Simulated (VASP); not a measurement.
An input for Ansatz (written as the equivalent of a VASP run, and not itself run):

Ansatz 0.2 input:
```yaml
crystal:
  lattice:
    - [2.6130000, 0.0000000, 0.0000000]
    - [0.0000000, 2.6130000, 0.0000000]
    - [0.0000000, 0.0000000, 2.6130000]
  atoms:
    - { symbol: Be, position: [0.0000000, 0.0000000, 0.0000000] }
    - { symbol: S, position: [0.5000000, 0.5000000, 0.5000000] }
kpoints:
  mp_grid: { grid: [9, 9, 9] }
hamiltonian:
  xc: pbesol
  pseudopotentials: { kind: paw }
scf:
  occupations: { method: gaussian, width: 0.05 }
  max_iter: 100
relax:
  max_steps: 60
  f_tol: 0.01
  cell: {}
output: { forces: true, stress: true, eigenvalues: true }
```

Q: Write the VASP files for the same calculation (PBEsol).

A: This is not unique; one that fits is 
POSCAR:
```
BeS
1
    2.6130000000     0.0000000000     0.0000000000
    0.0000000000     2.6130000000     0.0000000000
    0.0000000000     0.0000000000     2.6130000000
Be S
1 1
Direct
  0.0000000000   0.0000000000   0.0000000000
  0.5000000000   0.5000000000   0.5000000000
```

### INCAR
```
SIGMA = 0.05   # width (eV)
ENCUT = 400   # plane-wave cut-off (eV)
ISMEAR = 0   # Gaussian
GGA = PS
NELM = 100
LCHARG = .False.
SYSTEM = BeS
NSW = 60
EDIFFG = -0.01
ISIF = 3   # ions, shape and volume
LREAL = .False.   # projection in real space or not
LWAVE = .False.
ALGO = Normal
LASPH = .True.
EDIFF = 1E-6
IBRION = 2
PREC = Accurate
```

**KPOINTS**
```
kpoints
0
Gamma
 9 9 9
```

POTCAR, in this order: Be S (PBE.64 set). Program: vasp_std.

The two are equivalent in intent, not identical: each code has its own PAW files, so the cut-off isn't converted (ENCUT is set for VASP's; basis.ecutwfc is left out, and Ansatz then takes the one that its files recommend); Ansatz stops its SCF on the density residual and VASP on the energy change (EDIFF).

The structure was generated: BeS was put into the CsCl type type (Pm-3m), which need not be its known phase. This run relaxes it. Symmetry was kept, so distortions that lower it aren't found.
